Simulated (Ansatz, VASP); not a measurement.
**YS in two plane-wave programs**

Wanted: the spread between two codes on one cell, functional and k mesh. The cell is taken from a series of runs on this material, whose earlier steps may have relaxed, scaled, displaced or heated it; both programs get it as it stands.

Method: plane waves, with VASP 6.6.1 beside it; zone-centre phonons at PBEsol, in Ansatz 0.2.0.

### 1. The starting structure

The structure is cubic, space group Fm-3m (No. 225). The conventional cell has a = 5.459 Å, b = 5.459 Å, c = 5.459 Å, α = 90.00°, β = 90.00°, γ = 90.00°. Nearest to Y lie 6 S at 2.73 Å. Nearest to S lie 6 Y at 2.73 Å. Farther neighbours and most contacts between anions are not listed.

As a file:

```xyz
2
Lattice="0.0000 2.7297 2.7297 2.7297 0.0000 2.7297 2.7297 2.7297 0.0000" Properties=species:S:1:pos:R:3 pbc="T T T"
Y     2.7297    2.7297    2.7297
S     0.0000    0.0000    0.0000
```

### 2. VASP: zone-centre phonons, PBEsol

Second derivatives magnify differences that forces hide, and they need a tight electronic threshold.

Lines of VASP's logs that name or quote its potential files are left out, and so is its time.

The input, INCAR:

```
SYSTEM = YS
PREC = Accurate
ENCUT = 500
EDIFF = 1E-08
NELM = 120
ISMEAR = 1
SIGMA = 0.2
LREAL = .FALSE.
ALGO = Normal
GGA = PS
NBANDS = 14
LASPH = .TRUE.
LORBIT = 11
LWAVE = .FALSE.
LCHARG = .FALSE.
ISIF = 2
IBRION = 8
GGA_COMPAT = .FALSE.
KPAR = 2
```

The input, POSCAR:

```
YS
1.0
    0.0000000000      2.7296872572      2.7296872572
    2.7296872572      0.0000000000      2.7296872572
    2.7296872572      2.7296872572      0.0000000000
Y S
1 1
Direct
    0.5000000000      0.5000000000      0.5000000000
    0.0000000000      0.0000000000      0.0000000000
```

The input, KPOINTS:

```
Automatic mesh
0
Gamma
16 16 16
0 0 0
```

Potentials, in the order of the species: Y_sv and S (PBE family, release 64).

The run is started by

```bash
$ mpirun -np 2 vasp_std
```

Numbers of over 12 decimals in the logs are rounded to 6 here.

Log:

```text
[banner, memory and clock lines left out]
running    2 mpi-ranks, on    1 nodes
 distrk:  each k-point on    1 cores,    2 groups
 distr:  one band on    1 cores,    1 groups

 POSCAR found type information on POSCAR Y S
 POSCAR found :  2 types and       2 ions
|                                                                             |
|               ----> ADVICE to this user running VASP <----                  |
|                                                                             |
|     You enforced a specific xc type in the INCAR file but a different       |
|     [... a line on the potential file left out ...]
|     I HOPE YOU KNOW WHAT YOU ARE DOING!                                     |
|                                                                             |

 LDA part: xc-table for (Slater+PW92), standard interpolation
 POSCAR, INCAR and KPOINTS ok, starting setup
 FFT: planning ... GRIDC
 FFT: planning ... GRID_SOFT
 FFT: planning ... GRID
 WAVECAR not read
 entering main loop
       N       E                     dE             d eps       ncg     rms          rms(c)
DAV:   1     0.573808963289E+02    0.57381E+02   -0.78244E+03  4068   0.106E+03
DAV:   2    -0.122267899491E+02   -0.69608E+02   -0.65650E+02  5400   0.229E+02
DAV:   3    -0.161301531241E+02   -0.39034E+01   -0.38753E+01  6606   0.414E+01
DAV:   4    -0.162220993710E+02   -0.91946E-01   -0.91923E-01  4754   0.584E+00
DAV:   5    -0.162245419239E+02   -0.24426E-02   -0.24425E-02  5812   0.742E-01    0.277E+01
DAV:   6    -0.155400813632E+02    0.68446E+00   -0.12291E+00  4892   0.705E+00    0.201E+01
DAV:   7    -0.154885962285E+02    0.51485E-01   -0.51549E-01  6088   0.469E+00    0.598E+00
DAV:   8    -0.154761003167E+02    0.12496E-01   -0.10075E-01  4798   0.211E+00    0.462E-01
DAV:   9    -0.154753976728E+02    0.70264E-03   -0.66823E-03  4498   0.574E-01    0.195E-01
DAV:  10    -0.154753745441E+02    0.23129E-04   -0.25176E-04  5264   0.144E-01    0.123E-01
DAV:  11    -0.154753751883E+02   -0.64415E-06   -0.16232E-04  5068   0.949E-02    0.910E-02
DAV:  12    -0.154753688857E+02    0.63026E-05   -0.22411E-05  4690   0.379E-02    0.282E-02
DAV:  13    -0.154753689205E+02   -0.34861E-07   -0.20931E-06  5346   0.116E-02    0.716E-03
DAV:  14    -0.154753689897E+02   -0.69204E-07   -0.52397E-07  4870   0.580E-03    0.362E-03
DAV:  15    -0.154753689600E+02    0.29713E-07   -0.30538E-08  4424   0.142E-03    0.197E-03
DAV:  16    -0.154753689415E+02    0.18520E-07   -0.44184E-09  2264   0.527E-04    0.663E-04
DAV:  17    -0.154753689406E+02    0.93883E-09   -0.20690E-09  2138   0.324E-04
   1 F= -.15475369E+02 E0= -.15475579E+02  d E =0.628911E-03
 Linear response reoptimize wavefunctions to high precision
DAV:   1    -0.154753689408E+02   -0.19190E-09   -0.49060E-10  2972   0.146E-04
DAV:   2    -0.154753689408E+02   -0.24784E-10   -0.13391E-10  2120   0.626E-05
 Linear response DOF=           2
 Linear response progress:
  Degree of freedom:   1/  2
       N       E                     dE             d eps       ncg     rms          rms(c)
RMM:   1    -0.281633886862E+00   -0.28163E+00    0.30911E+00 12109   0.111E+01
RMM:   2    -0.270746380795E+00    0.10888E-01   -0.10494E-01 15983   0.186E+00    0.263E-01
RMM:   3    -0.272152337800E+00   -0.14060E-02   -0.10046E-02 18570   0.562E-01    0.208E-01
RMM:   4    -0.272489889412E+00   -0.33755E-03   -0.15519E-03 22115   0.207E-01    0.983E-02
RMM:   5    -0.272551375290E+00   -0.61486E-04   -0.26556E-04 22661   0.740E-02    0.121E-02
RMM:   6    -0.272546232722E+00    0.51426E-05   -0.45302E-05 23123   0.302E-02    0.741E-03
RMM:   7    -0.272483563892E+00    0.62669E-04   -0.13412E-05 21992   0.161E-02    0.673E-03
RMM:   8    -0.272490484918E+00   -0.69210E-05   -0.38785E-06 22733   0.717E-03    0.732E-04
RMM:   9    -0.272485145357E+00    0.53396E-05   -0.52641E-06 23713   0.366E-03    0.310E-04
RMM:  10    -0.272486520865E+00   -0.13755E-05   -0.39062E-06 24112   0.190E-03    0.213E-04
RMM:  11    -0.272485276228E+00    0.12446E-05   -0.33817E-06 23595   0.119E-03    0.867E-05
RMM:  12    -0.272485776709E+00   -0.50048E-06   -0.25238E-06 24153   0.756E-04    0.123E-04
RMM:  13    -0.272484264442E+00    0.15123E-05   -0.18966E-06 22843   0.587E-04    0.450E-04
RMM:  14    -0.272486379421E+00   -0.21150E-05   -0.16213E-06 21406   0.487E-04    0.866E-05
[...]
RMM:  22    -0.272488353443E+00   -0.60851E-06   -0.23350E-07 25530   0.109E-04    0.118E-05
RMM:  23    -0.272488371087E+00   -0.17644E-07   -0.16929E-07 22291   0.770E-05    0.680E-06
RMM:  24    -0.272488423258E+00   -0.52171E-07   -0.14435E-07 20597   0.655E-05    0.631E-06
RMM:  25    -0.272488499415E+00   -0.76157E-07   -0.12770E-07 20537   0.574E-05    0.102E-05
RMM:  26    -0.272488486309E+00    0.13106E-07   -0.99519E-08 13937   0.481E-05    0.317E-06
RMM:  27    -0.272488474835E+00    0.11475E-07   -0.87410E-08 11636   0.417E-05    0.280E-06
RMM:  28    -0.272488485635E+00   -0.10800E-07   -0.68063E-08  9849   0.363E-05    0.505E-06
RMM:  29    -0.272488485827E+00   -0.19195E-09   -0.57717E-08  8776   0.318E-05    0.810E-06
 first order change of Fermi-energy   0.97920E-04
 force on displaced ion       1 direction 1 :  -7.776   0.000   0.000
 Linear response progress:
  Degree of freedom:   2/  2
       N       E                     dE             d eps       ncg     rms          rms(c)
RMM:   1    -0.121695683546E+00   -0.12170E+00   -0.13006E-01 23445   0.185E+00
RMM:   2    -0.105903017606E+00    0.15793E-01   -0.82909E-03 18359   0.507E-01    0.366E-01
RMM:   3    -0.106445501356E+00   -0.54248E-03   -0.72265E-04 19084   0.143E-01    0.208E-01
RMM:   4    -0.107124029244E+00   -0.67853E-03   -0.22417E-04 18582   0.687E-02    0.224E-02
RMM:   5    -0.107047979630E+00    0.76050E-04   -0.35506E-05 20215   0.235E-02    0.158E-02
RMM:   6    -0.107022282663E+00    0.25697E-04   -0.62111E-06 20570   0.100E-02    0.524E-03
RMM:   7    -0.107038294628E+00   -0.16012E-04   -0.27263E-06 20490   0.409E-03    0.187E-03
RMM:   8    -0.107036335420E+00    0.19592E-05    0.71108E-06 22085   0.167E-03    0.165E-04
RMM:   9    -0.107036591224E+00   -0.25580E-06   -0.81214E-06 21960   0.649E-04    0.166E-04
RMM:  10    -0.107037002480E+00   -0.41126E-06    0.30312E-06 22769   0.276E-04    0.810E-05
RMM:  11    -0.107036641714E+00    0.36077E-06   -0.10815E-07 21979   0.120E-04    0.551E-05
RMM:  12    -0.107036773079E+00   -0.13136E-06   -0.40922E-07 22565   0.544E-05    0.211E-05
RMM:  13    -0.107036756569E+00    0.16510E-07    0.25616E-07 22186   0.240E-05    0.952E-06
RMM:  14    -0.107036746444E+00    0.10125E-07   -0.63274E-08 21999   0.125E-05    0.134E-06
RMM:  15    -0.107036745382E+00    0.10615E-08   -0.93390E-09 18250   0.652E-06    0.835E-07
 first order change of Fermi-energy   0.12828E-05
 force on displaced ion       2 direction 1 :  -7.773   0.000   0.000
 Linear response finished
```

Parts of OUTCAR (step 2):

```text
ion  position               nearest neighbor table
   1  0.500  0.500  0.500-   2 2.73   2 2.73   2 2.73   2 2.73   2 2.73   2 2.73
   2  0.000  0.000  0.000-   1 2.73   1 2.73   1 2.73   1 2.73   1 2.73   1 2.73

  LATTYP: Found a face centered cubic cell.
 ALAT       =     5.4593745144

 Subroutine GETGRP returns: Found 48 space group operations
 (whereof 48 operations were pure point group operations)

The static configuration has the point symmetry O_h .

 Found    145 irreducible k-points:

   k-points           NKPTS =    145   k-points in BZ     NKDIM =    145   number of bands    NBANDS=     14

   dimension x,y,z NGX =    28 NGY =   28 NGZ =   28
   dimension x,y,z NGXF=    56 NGYF=   56 NGZF=   56

   ENCUT  =  500.0 eV  36.75 Ry    6.06 a.u.   7.04  7.04  7.04*2*pi/ulx,y,z

   NELECT =      17.0000    total number of electrons

 k-points in reciprocal lattice and weights: Automatic mesh
   0.00000000  0.00000000  0.00000000       0.000
   0.06250000  0.00000000  0.00000000       0.002
   0.12500000  0.00000000  0.00000000       0.002
   0.18750000  0.00000000  0.00000000       0.002
   0.25000000  0.00000000  0.00000000       0.002
   0.31250000  0.00000000  0.00000000       0.002
   0.37500000  0.00000000  0.00000000       0.002
   0.43750000  0.00000000  0.00000000       0.002
   0.50000000  0.00000000  0.00000000       0.001
[...]
-0.31250000  0.50000000  0.18750000       0.003
  -0.25000000  0.50000000  0.25000000       0.001

 average (electrostatic) potential at core
       1 -34.1917       2 -86.1958

  Total       -0.0141095     -0.0141095     -0.0141095      0.0000000      0.0000000      0.0000000
  in kB       -0.5557183     -0.5557183     -0.5557183      0.0000000      0.0000000      0.0000000
  external PRESSURE =      -0.5557183 kB  Pullay stress =       0.0000000 kB

  energy-cutoff  :      500.00
  volume of cell :       40.68
      direct lattice vectors                 reciprocal lattice vectors
     0.000000000  2.729687257  2.729687257    -0.183171167  0.183171167  0.183171167
     2.729687257  0.000000000  2.729687257     0.183171167 -0.183171167  0.183171167
     2.729687257  2.729687257  0.000000000     0.183171167  0.183171167 -0.183171167

 POSITION                                       TOTAL-FORCE (eV/Angst)
 -----------------------------------------------------------------------------------
      2.72969      2.72969      2.72969        -0.000000     -0.000000     -0.000000
      0.00000      0.00000      0.00000         0.000000      0.000000      0.000000
 -----------------------------------------------------------------------------------
    total drift:                                0.000000      0.000000      0.000000

 Eigenvectors and eigenvalues of the dynamical matrix
 ----------------------------------------------------

   1 f  =    8.979049 THz    56.417030 2PiTHz  299.508842 cm-1    37.134347 meV
             X         Y         Z           dx          dy          dz
      2.729687  2.729687  2.729687     0.000000   -0.514905    0.000000
      0.000000  0.000000  0.000000    -0.000000    0.857248    0.000000

   2 f  =    8.979049 THz    56.417030 2PiTHz  299.508842 cm-1    37.134347 meV
             X         Y         Z           dx          dy          dz
      2.729687  2.729687  2.729687     0.000000    0.000000   -0.514905
      0.000000  0.000000  0.000000     0.000000   -0.000000    0.857248

   3 f  =    8.979049 THz    56.417030 2PiTHz  299.508842 cm-1    37.134347 meV
             X         Y         Z           dx          dy          dz
      2.729687  2.729687  2.729687    -0.514905   -0.000000    0.000000
      0.000000  0.000000  0.000000     0.857248   -0.000000    0.000000

   4 f/i=    0.000580 THz     0.003647 2PiTHz    0.019360 cm-1     0.002400 meV
             X         Y         Z           dx          dy          dz
      2.729687  2.729687  2.729687    -0.012464   -0.844097   -0.149058
      0.000000  0.000000  0.000000    -0.007487   -0.507006   -0.089532

   5 f/i=    0.000580 THz     0.003647 2PiTHz    0.019360 cm-1     0.002400 meV
             X         Y         Z           dx          dy          dz
      2.729687  2.729687  2.729687     0.856080   -0.019730    0.040143
      0.000000  0.000000  0.000000     0.514203   -0.011851    0.024112

   6 f/i=    0.000580 THz     0.003647 2PiTHz    0.019360 cm-1     0.002400 meV
             X         Y         Z           dx          dy          dz
      2.729687  2.729687  2.729687    -0.042958   -0.148271    0.843234
      0.000000  0.000000  0.000000    -0.025803   -0.089059    0.506487

 ELASTIC MODULI CONTR FROM IONIC RELAXATION (kBar)
 Direction    XX          YY          ZZ          XY          YZ          ZX
 --------------------------------------------------------------------------------
 XX           0.0000      0.0000      0.0000      0.0000      0.0000      0.0000
 YY           0.0000      0.0000      0.0000      0.0000      0.0000      0.0000
 ZZ           0.0000      0.0000      0.0000      0.0000      0.0000      0.0000
 XY           0.0000      0.0000      0.0000      0.0000      0.0000      0.0000
 YZ           0.0000      0.0000      0.0000      0.0000      0.0000      0.0000
 ZX           0.0000      0.0000      0.0000      0.0000      0.0000      0.0000
 --------------------------------------------------------------------------------
```

This run has no spin polarisation. Its electron count is odd, so without a moment it is a metal by construction.

### 3. Ansatz: zone-centre phonons, PBEsol

Ansatz runs on norm-conserving files, of PseudoDojo where its log says so.

The same cell, functional, mesh and smearing now go to Ansatz, which takes its cutoff from its data sets.

The input, input.yaml:

```yaml
crystal:
  lattice:
    - [0.0, 2.7296872572, 2.7296872572]
    - [2.7296872572, 0.0, 2.7296872572]
    - [2.7296872572, 2.7296872572, 0.0]
  atoms:
    - { symbol: "Y", position: [0.5, 0.5, 0.5] }
    - { symbol: S, position: [0.0, 0.0, 0.0] }
kpoints:
  mp_grid: { grid: [16, 16, 16] }
hamiltonian:
  xc: pbesol
  pseudopotentials: { kind: nc }
scf:
  occupations: { method: methfessel_paxton, width: 0.2 }
output:
  eigenvalues: true
phonons:
  method: dfpt
```

The run is started by

```bash
$ ansatz run input.yaml --threads 4 --pin off --max-ram 7168MiB --backend cpu --events-out ev --progress --plain --runs-dir out
```

Log:

```text
Engine: ansatz 0.2.0, aarch64-unknown-linux-gnu
Pseudopotentials: kind: nc
Pseudopotential: Y, nc, valence charge 11, recommended cutoff 979.609905 eV (normal), Y.nc.azcp (PseudoDojo's, or run here from an input of PseudoDojo's: the run reads no file of this project's for it)
Pseudopotential: S, nc, valence charge 6, recommended cutoff 707.496042 eV (normal), S.nc.azcp (PseudoDojo's, or run here from an input of PseudoDojo's: the run reads no file of this project's for it)
Functional definition: PBEsol
  exchange = pbesol_x
  correlation = pbesol_c
Crystal: 2 atoms, lattice volume = 40.679 Å³
Basis set: ecut = 979.609905 eV, 2741 PW (Γ), exchange–correlation on 80×80×80 points (8 copies of the dense FFT grid, shifted against one another)
Bands: 13, of which v1, the nominal top of the filled ones, is band 9 counted from 1 (8 counted from 0)
Symmetry: 48 space group operations
k-points: 349 of 4096 (irreducible under 8 space group operations, time reversal used)
Non-local potential: Y, projectors of the file, l = 0: 2, l = 1: 2, l = 2: 2
Non-local potential: S, projectors of the file, l = 0: 2, l = 1: 2, l = 2: 2
Initial density: superposition of atomic densities (chi_scale 0.1, normalization cell, long waves kept (reshape's long-wave potential 0.00 eV rms))
Initial wavefunctions: pseudopotential atomic-orbital guess
Functional: x = pbesol(κ = 0.804, μ = 0.123457), c = pbesol(β = 0.046)
SCF iter   1: F=—  HF=-1413.886493 eV  |F-HF|=—  |Δ(HF+E_count)|=         —  Δρ=2.50e-2  dr2=2.88e-1  ethr=3.10e-3  ⟨swp⟩=6.6  Hψ=67521  notcnv=0
automatic band count: the SCF goes on with 17 bands, as 13 were too few: the levels above may hold too much charge
preconditioner: auto → Kerker (q_TF=auto, 2.359 Å⁻¹)  [metal: Δε(μ)=0.017 eV  Ē_g=11.534 eV  σ=0.200 eV  W_gap=0.07  n_scr=14 (ndim 8)  ℏωp=17.5 eV  f_vac=0.000  D(μ)=0.84/eV (n_scr^D=0)]
SCF iter   2: F=—  HF=-1413.817669 eV  |F-HF|=—  |Δ(HF+E_count)|=   6.88e-2  S|Δr|=    0.00e0  Δρ=1.23e-2  dr2=6.68e-2  ethr=1.69e-3  ⟨swp⟩=1.0  Hψ=8727  notcnv=0  defer=5
SCF iter   3: F=—  HF=-1413.798523 eV  |F-HF|=—  |Δ(HF+E_count)|=   1.91e-2  S|Δr|=    0.00e0  Δρ=2.78e-3  dr2=4.11e-3  ethr=3.93e-4  ⟨swp⟩=2.5  Hψ=7097  notcnv=0  defer=7
SCF iter   4: F=—  HF=-1413.797657 eV  |F-HF|=—  |Δ(HF+E_count)|=   8.67e-4  S|Δr|=    0.00e0  Δρ=6.23e-4  dr2=1.07e-4  ethr=2.42e-5  ⟨swp⟩=2.6  Hψ=7762  notcnv=0  defer=7
SCF iter   5: F=—  HF=-1413.797642 eV  |F-HF|=—  |Δ(HF+E_count)|=   1.45e-5  S|Δr|=    0.00e0  Δρ=1.83e-4  dr2=9.61e-6  ethr=6.29e-7  ⟨swp⟩=2.5  Hψ=7915  notcnv=0  defer=7
SCF iter   6: F=—  HF=-1413.797646 eV  |F-HF|=—  |Δ(HF+E_count)|=   3.91e-6  S|Δr|=    0.00e0  Δρ=2.77e-5  dr2=2.34e-7  ethr=5.65e-8  ⟨swp⟩=2.5  Hψ=7666  notcnv=0  defer=7
SCF iter   7: F=—  HF=-1413.797646 eV  |F-HF|=—  |Δ(HF+E_count)|=   6.57e-8  S|Δr|=    0.00e0  Δρ=3.59e-6  dr2=4.27e-9  ethr=1.38e-9  ⟨swp⟩=2.5  Hψ=8863  notcnv=0  defer=1011
SCF iter   8: F=—  HF=-1413.797646 eV  |F-HF|=—  |Δ(HF+E_count)|=  5.08e-10  S|Δr|=    0.00e0  Δρ=2.86e-7  dr2=2.49e-11  ethr=2.51e-11  ⟨swp⟩=2.3  Hψ=7687  notcnv=0  defer=1011
SCF iter   9: F=-1413.797646 eV  HF=-1413.797646 eV  |F-HF|=4.55e-13  |Δ(HF+E_count)|=  9.09e-12  S|Δr|=    0.00e0  Δρ=2.90e-8  dr2=1.77e-13  ethr=1.00e-12  ⟨swp⟩=13.4  Hψ=39111  notcnv=0
SCF 1 converged in 9 iterations: F = -1413.797646 eV  dr2 = 1.77e-13
DFPT response loops at Γ: preconditioner auto → Kerker (q_TF=auto, 2.359 Å⁻¹) (partly filled bands, converged f_vac=0.000); β = 1.00, the filter's whole step (`scf.mixing.beta` (0.50) is not read by the response loops under this deck's `scf.mixing.preconditioner`; to damp them name `kerker` or `kerker_dos`, under which they read `scf.mixing.beta`, and type it under 1.00, their step now; both keys bind the ground state too); Broyden in place of MSR1
SCF converged after 9 iterations
Stability not checked: this state was not tested for a lower state beside it, because cold or Methfessel-Paxton smearing, or corrected tetrahedra, fill the levels in a way that the test cannot read (fill_not_monotonic; see scf.lower_state_search)
Free energy (F): -1413.797646 eV
Harris-Foulkes:  -1413.797646 eV  (|F-HF|=4.55e-13)
Internal energy: -1413.798271 eV  (E = F + TS)
E sigma→0 (E₀):  -1413.797802 eV
Entropy (-TS):   0.000625 eV (0.312 meV/atom)
Fermi energy:    12.691719 eV
--- Per-component energies (eV) ---
  E_band       = -71.350369
  E_kinetic    = 423.776121
  E_local      = -727.720848  (includes V_loc(G=0)·N_el)
  E_nonlocal   = 156.097849
  E_hartree    = 177.122338
  E_xc         = -304.068318
  E_vxc        = -277.748162  (∫ρ·V_xc dr)
  E_ewald      = -1139.005414
  E_smearing   = 0.000625  (= −TS)
  E_closure    = -0.000000  (closes the sum)
  Σ components = -1413.797646   (vs F -1413.797646, Δ=0.00e0)
--- Band table (eV; the first three rows and the last of 349) ---
  k-point 0: bands = [... 5 lower, 9.3065, 9.3065, 9.3065, 12.4769, 12.4769, 12.4769, 13.3352, 13.3352, ... 4 higher]
  k-point 1: bands = [... 5 lower, 9.0615, 9.1789, 9.1789, 12.5360, 12.5621, 12.5621, 13.5287, 13.5287, ... 4 higher]
  k-point 2: bands = [... 5 lower, 8.4745, 8.8665, 8.8665, 12.6465, 12.7923, 12.7923, 14.0601, 14.0601, ... 4 higher]
  k-point 348: bands = [... 5 lower, 7.1982, 7.4640, 7.4640, 13.5425, 13.5425, 15.5299, 16.1980, 16.6303, ... 4 higher]
--- Phonons (Γ-DFPT): 2 representative perturbations + reference, on 349 of 4096 k-points (Σ response iterations 6) ---
  k mesh reduced under 8 symmetry operations, with k and −k counted as one. Each operation leaves every solved perturbation unchanged. A smaller set is not used because it would not reduce the number of displacements times k-points to solve
  ASR residual: 5.310e-6 → 0.000e0 eV/Å²; symmetrization residual: 3.229e-6 eV/Å²
  ASR residual per site (eV/Å²): 5.31e-6 1.79e-6
  Γ frequencies (cm⁻¹): 0.00 0.00 0.00 299.33 299.33 299.33
  non-analytic LO–TO correction: not included (Born effective charges unavailable; polar crystals: no LO–TO splitting at Γ)
```

### 4. Side by side

Known differences besides the potentials themselves: the cutoff is 979.61 eV in Ansatz and 500 eV in VASP. Total energies have different zeros and are not compared.

Both answers:

```csv
quantity,Ansatz,VASP,difference
optical mode 1 to 3 (cm⁻¹),299.3,299.5,-0.06 %
```

Modes are paired by rising frequency, not by their patterns, so a pair may set unlike modes beside each other; they are those without the splitting of longitudinal modes.

### 5. Summary of results

```yaml
r_m_s_difference_of_the_optical_zone_centre_modes_each_program_s_sorted_by_frequency_zone_centre_phonons_pbesol: 0.18 cm⁻¹
```

In words: The r.m.s. difference of the optical zone-centre modes, each program's sorted by frequency is 0.18 cm⁻¹ (zone-centre phonons, PBEsol). How closely two codes agree says nothing of how well the functional describes the real material.

[Lines on the potential files, build, host, timing and source positions are cut from VASP's logs without a mark.]

[Logs are printed without paths, hosts, clocks, repeated set-up lines and the standing remarks that a program may print on its own settings, such as how far it seeks lower states.]

[Hosts, paths, dates, database ids (printed as entryN), source tags and the programs' standing remarks are cut or masked in the printed files.]
